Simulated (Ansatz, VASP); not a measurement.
# SnPt3 in VASP and in Ansatz

File INCAR:

```
SYSTEM = SnPt3
  ALGO = Normal
  EDIFF = 1E-8
  ENCUT = 520
  ISIF = 2
  ISMEAR = -1
  LASPH = .TRUE.
  LCHARG = .FALSE.
  LEFG = .TRUE.
  LREAL = .FALSE.
  LWAVE = .FALSE.
  NBANDS = 30
  NELM = 80
  PREC = Accurate
  SIGMA = 0.05
```

File KPOINTS:

```
k-points
0
G
  8 8 8
  0 0 0
```

File POSCAR:

```
SnPt3
1.0
    4.0526376153      0.0000000000      0.0000000000
    0.0000000000      4.0526376153      0.0000000000
    0.0000000000      0.0000000000      4.0526376153
Sn Pt
1 3
Direct
    0.0000000000      0.0000000000      0.0000000000
    0.0000000000      0.5000000000      0.5000000000
    0.5000000000      0.0000000000      0.5000000000
    0.5000000000      0.5000000000      0.0000000000
```

Input for Ansatz:

```yaml
crystal:
  lattice:
    - [4.0526376153, 0.0, 0.0]
    - [0.0, 4.0526376153, 0.0]
    - [0.0, 0.0, 4.0526376153]
  atoms:
    - { symbol: Sn, position: [0.0, 0.0, 0.0] }
    - { symbol: Pt, position: [0.0, 0.5, 0.5] }
    - { symbol: Pt, position: [0.5, 0.0, 0.5] }
    - { symbol: Pt, position: [0.5, 0.5, 0.0] }
kpoints:
  mp_grid: { grid: [8, 8, 8] }
scf:
  occupations: { method: fermi_dirac, width: 0.05 }
hamiltonian:
  xc: lda
  pseudopotentials: { kind: paw }
output:
  forces: true
  stress: true
  eigenvalues: true
  efg: { contact_densities: true }
```

Change from the starting cell: volume scaled by 1.04, PAW files.

Alike in both runs: task electric field gradients; functional LDA; k mesh 8 × 8 × 8; occupations fermi-dirac, width 0.05 eV; no spin polarisation.

|  | VASP | Ansatz |
| --- | --- | --- |
| version | VASP 6.6.1 | Ansatz 0.2.0 |
| potentials or method | VASP PAW LDA potentials, release 64 (Sn_d, Pt) | PAW with Ansatz's default frozen-core files, scalar-relativistic |
| plane-wave cutoff (eV) | 520 | 420 |
| valence electrons in the cell | 44 | 68 |

|  | VASP | Ansatz | Ansatz less VASP |
| --- | --- | --- | --- |
| pressure (GPa) | -11.0 | -11.5 | -0.57 |
| Vzz of the field gradient on the site that differs most (V/Å²) | -136.8 | -146.5 | -9.63 |

The two sets of potentials don't hold the same shells in valence. Ansatz warned: «gradients_without_spin_orbit».

The runs have no spin-orbit coupling, so splittings on Pt are missing.
